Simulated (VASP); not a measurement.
Computed with AM05 GGA, VASP's PBE PAW potentials (set 64) (plane waves; VASP).

VASP ran on this input.

KPOINTS:
```
Automatic mesh
0
G
 11 11 11
0 0 0
```

### POSCAR
```
CoAl
1
    2.8600000000     0.0000000000     0.0000000000
    0.0000000000     2.8600000000     0.0000000000
    0.0000000000     0.0000000000     2.8600000000
Al Co
1 1
Direct
  0.5000000000   0.5000000000   0.5000000000
  0.0000000000   0.0000000000   0.0000000000
```

### INCAR
```
! general
SYSTEM =CoAl
PREC   =Accurate
ENCUT  =520   ! plane-wave cut-off (eV)
LREAL  =.FALSE.   ! projection in real space or not
LASPH  =.TRUE.

! electronic loop
EDIFF  =1E-6   ! SCF stop (eV)
NELM   =100
ALGO   =Normal
LMAXMIX=4   ! l cut-off of mixed one-centre charges

! smearing
ISMEAR =1   ! Methfessel-Paxton
SIGMA  =0.1   ! width (eV)

! functional
GGA    =AM   ! AM05

! ions
IBRION =2
NSW    =60   ! most ionic steps
ISIF   =3   ! ions, shape and volume
EDIFFG =-0.01   ! ionic stop

! output
LWAVE  =.FALSE.
LCHARG =.FALSE.
```

POTCAR, in this order: Al Co (PBE.64 set). Program: vasp_std.

What VASP printed:

OSZICAR:
```
       N       E                     dE             d eps       ncg     rms          rms(c)
DAV:   1     0.352366916896E+02    0.35237E+02   -0.53819E+03  1120   0.126E+03
DAV:   2    -0.133548520340E+02   -0.48592E+02   -0.46246E+02  1134   0.190E+02
DAV:   3    -0.145858635399E+02   -0.12310E+01   -0.12205E+01  1300   0.400E+01
DAV:   4    -0.146087227697E+02   -0.22859E-01   -0.22850E-01  1360   0.493E+00
DAV:   5    -0.146094312494E+02   -0.70848E-03   -0.70846E-03  1288   0.848E-01    0.131E+01
DAV:   6    -0.177619040378E+02   -0.31525E+01   -0.81493E+01  1268   0.134E+02    0.188E+01
DAV:   7    -0.127663766815E+02    0.49955E+01   -0.35680E+01  1240   0.850E+01    0.188E+00
DAV:   8    -0.127598756512E+02    0.65010E-02   -0.26456E-01  1166   0.451E+00    0.126E+00
DAV:   9    -0.127435665333E+02    0.16309E-01   -0.46211E-02  1346   0.290E+00    0.346E-01
DAV:  10    -0.127428631373E+02    0.70340E-03   -0.21053E-03  1338   0.655E-01    0.136E-01
DAV:  11    -0.127428508436E+02    0.12294E-04   -0.93119E-05  1648   0.120E-01    0.424E-02
DAV:  12    -0.127428401347E+02    0.10709E-04   -0.55189E-05  1322   0.107E-01    0.592E-03
DAV:  13    -0.127428400019E+02    0.13274E-06   -0.64199E-07   624   0.785E-03
   1 F= -.12742840E+02 E0= -.12742679E+02  d E =-.127428E+02
       N       E                     dE             d eps       ncg     rms          rms(c)
DAV:   1    -0.138509140893E+02   -0.11081E+01   -0.15456E+01  1216   0.678E+01    0.960E+00
DAV:   2    -0.152661139533E+02   -0.14152E+01   -0.42289E+01  1266   0.992E+01    0.126E+01
DAV:   3    -0.127718949957E+02    0.24942E+01   -0.19693E+01  1238   0.646E+01    0.174E+00
DAV:   4    -0.127585989332E+02    0.13296E-01   -0.12847E-01  1170   0.337E+00    0.112E+00
DAV:   5    -0.127466074272E+02    0.11992E-01   -0.37411E-02  1486   0.238E+00    0.293E-01
DAV:   6    -0.127463298412E+02    0.27759E-03   -0.12123E-03  1238   0.542E-01    0.887E-02
DAV:   7    -0.127463339780E+02   -0.41367E-05   -0.21101E-05  1498   0.635E-02    0.284E-02
DAV:   8    -0.127463275155E+02    0.64625E-05   -0.35726E-05  1288   0.887E-02    0.471E-03
DAV:   9    -0.127463276030E+02   -0.87523E-07   -0.34243E-07   592   0.623E-03
   2 F= -.12746328E+02 E0= -.12745995E+02  d E =-.348760E-02
       N       E                     dE             d eps       ncg     rms          rms(c)
DAV:   1    -0.130135243980E+02   -0.26720E+00   -0.35833E+00  1204   0.336E+01    0.439E+00
DAV:   2    -0.133724989719E+02   -0.35897E+00   -0.10290E+01  1272   0.471E+01    0.611E+00
DAV:   3    -0.127704982134E+02    0.60200E+00   -0.41018E+00  1294   0.311E+01    0.746E-01
DAV:   4    -0.127653531124E+02    0.51451E-02   -0.15064E-02  1132   0.139E+00    0.353E-01
DAV:   5    -0.127638785375E+02    0.14746E-02   -0.38244E-03  1680   0.686E-01    0.591E-02
DAV:   6    -0.127638878526E+02   -0.93152E-05   -0.87815E-05  1186   0.147E-01    0.139E-02
DAV:   7    -0.127638845143E+02    0.33383E-05   -0.12199E-05  1220   0.591E-02    0.439E-03
DAV:   8    -0.127638844284E+02    0.85962E-07   -0.14340E-06   568   0.174E-02
   3 F= -.12763884E+02 E0= -.12763619E+02  d E =-.210444E-01
```

### OUTCAR
```
------------------------ aborting loop because EDIFF is reached ----------------------------------------
  FORCE on cell =-STRESS in cart. coord.  units (eV):
  Direction    XX          YY          ZZ          XY          YZ          ZX
  --------------------------------------------------------------------------------------
  Total       -0.0003061     -0.0003061     -0.0003061      0.0000000      0.0000000      0.0000000
  in kB       -0.0218143     -0.0218143     -0.0218143      0.0000000      0.0000000      0.0000000
  external PRESSURE =      -0.0218143 kB  Pullay stress =       0.0000000 kB
  volume of cell :       22.48
      direct lattice vectors                 reciprocal lattice vectors
     2.822247760 -0.000000000 -0.000000000     0.354327502 -0.000000000 -0.000000000
     0.000000000  2.822247760  0.000000000     0.000000000  0.354327502  0.000000000
     0.000000000 -0.000000000  2.822247760     0.000000000 -0.000000000  0.354327502
 POSITION                                       TOTAL-FORCE (eV/Angst)
 -----------------------------------------------------------------------------------
      1.41112      1.41112      1.41112         0.000000      0.000000      0.000000
      0.00000      0.00000      0.00000        -0.000000     -0.000000      0.000000
 -----------------------------------------------------------------------------------
    total drift:                                0.000000      0.000000      0.000000
  FREE ENERGIE OF THE ION-ELECTRON SYSTEM (eV)
  ---------------------------------------------------
  free  energy   TOTEN  =       -12.7638844284 eV

  energy  without entropy=      -12.7630887203  energy(sigma->0) =      -12.76361919

 reached required accuracy - stopping structural energy minimisation
```
(Selected blocks of OUTCAR.)

**CONTCAR**
```
CoAl
   1.00000000000000
     2.8222477600718765   -0.0000000000000000   -0.0000000000000000
     0.0000000000000000    2.8222477600718765    0.0000000000000000
     0.0000000000000000   -0.0000000000000000    2.8222477600718765
  Al              Co
     1     1
Direct
     0.5000000000000000    0.5000000000000000    0.5000000000000000
     0.0000000000000000    0.0000000000000000    0.0000000000000000
```

Energy and stress use the plane-wave basis of the starting cell.

The compound is CoAl in the CsCl type structure. This run relaxes it. Symmetry was kept, so distortions that lower it aren't found. The run is not spin-polarised, so no magnetic state was tried.
